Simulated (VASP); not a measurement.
```yaml
crystal:
  lattice:
    - [3.65130, -1.90916, -0.02659]
    - [3.65130, 1.90916, -0.02659]
    - [2.67606, 0.00000, 3.13309]
  atoms:
    - { symbol: As, position: [0.22878, 0.22878, 0.22878] }
    - { symbol: As, position: [0.77122, 0.77122, 0.77122] }
```

Calculation: rev-vdW-DF2, VASP's PBE PAW potentials (set 64) (plane waves; VASP). Numerical set-up: 520 eV cut-off, Gaussian smearing of 0.050 eV, potentials As.

Problem. What does the run give for the band gap (along the path) with the smallest direct gap where there is one?

Solution. 
* **band gap (along the path)**: none (metal, semimetal or under 0.01 eV)

Total energies compare only between runs with the same potentials, cut-off and functional.

The compound is As in the a7 structure. It was relaxed first.
